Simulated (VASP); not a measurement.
Here is a VASP 6.6.1 calculation.

INCAR

```
SYSTEM = Ni
ALGO = Normal
EDIFF = 1E-7
EDIFFG = -0.002
ENCUT = 520
GGA = PE
IBRION = 2
ISIF = 3
ISMEAR = 0
ISPIN = 2
LASPH = .True.
LCHARG = .False.
LMAXMIX = 4
LORBIT = 11
LREAL = .False.
LWAVE = .False.
MAGMOM = 0.8
NELM = 120
NSW = 80
PREC = Accurate
SIGMA = 0.1
```

The input KPOINTS:

```
k-points
0
Gamma
  20 20 20
  0 0 0
```

Contents of POSCAR:

```
Ni
1.0
    0.0000000000      1.7619350000      1.7619350000
    1.7619350000      0.0000000000      1.7619350000
    1.7619350000      1.7619350000      0.0000000000
Ni
1
Direct
    0.0000000000      0.0000000000      0.0000000000
```

Potentials or basis: VASP PAW PBE potentials, release 64 (Ni).

Command:

```bash
$ cat potpaw_PBE.64/Ni/POTCAR > POTCAR
$ mpirun -np 1 vasp_std > vasp.out
```

Question: Predict the site moments.

Answer: Ni +0.64 μB.

Question: Estimate the relaxed cell.

Answer: a = 2.488 Å, b = 2.488 Å, c = 2.488 Å, α = 60.00°, β = 60.00°, γ = 60.00°.

Question: Estimate the relaxed volume.

Answer: 10.89 Å³/atom.

Question: Predict the net moment.

Answer: 0.63 μB per cell.

Final structure:
```
CELL_PARAMETERS angstrom
0.00000 1.75907 1.75907
1.75907 0.00000 1.75907
1.75907 1.75907 0.00000
ATOMIC_POSITIONS crystal
Ni 0.00000 0.00000 0.00000
```
